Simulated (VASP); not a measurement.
Given:

```
CELL_PARAMETERS angstrom
     -3.04650     3.04650     5.90500
      3.04650    -3.04650     5.90500
      3.04650     3.04650    -5.90500
ATOMIC_POSITIONS crystal
  Cd 0.00000 0.00000 0.00000
  Ga 0.75000 0.25000 0.50000
  Ga 0.50000 0.50000 0.00000
  Te 0.39500 0.40500 0.53000
  Te 0.59500 0.12500 0.99000
  Te 0.87500 0.86500 0.47000
  Te 0.13500 0.60500 0.01000
```

The numbers are results of LDA (Ceperley-Alder, Perdew-Zunger), VASP's LDA PAW potentials (set 64) (plane waves; VASP), not measurements. Numerical set-up: 300 eV cut-off, 3×3×3 Γ-centred mesh, Gaussian smearing of 0.27 eV, potentials Cd Ga_d Te.

At this cut-off the stress carries a Pulay error, which pulls relaxed volumes low. Energy and stress use the plane-wave basis of the starting cell.

**Question.** The ions, cell shape and volume are relaxed. Give the cell that the relaxation ends in.

**Answer.** 
```
CELL_PARAMETERS angstrom
     -3.02210     3.02210     5.82684
      3.02210    -3.02210     5.82684
      3.02210     3.02210    -5.82684
ATOMIC_POSITIONS crystal
  Cd 0.00000 0.00000 0.00000
  Ga 0.75000 0.25000 0.50000
  Ga 0.50000 0.50000 0.00000
  Te 0.38561 0.42059 0.52568
  Te 0.57941 0.10509 0.96502
  Te 0.89491 0.85993 0.47432
  Te 0.14007 0.61439 0.03498
```
Space group I-4 (82), at a tolerance of 0.03 Å.

**Question.** How do energy and volume change from the first to the last step?

**Answer.** The energy (σ→0) changes by -14.8 meV/atom and the volume by -2.9 %, in 18 ionic steps.

The structure comes from a measured CdGa2Te4 entry of the Crystallography Open Database, whose conditions weren't checked. This run relaxes it. Symmetry was kept, so distortions that lower it aren't found. The k-mesh is coarse (spacing up to 0.49 per Å, 2π included), so the numbers may not be converged in it. The run is one of a series of settings (EDIFFG = -0.01, IBRION = 2, ISIF = 3, NSW = 50 against the base run), some of them coarse on purpose.
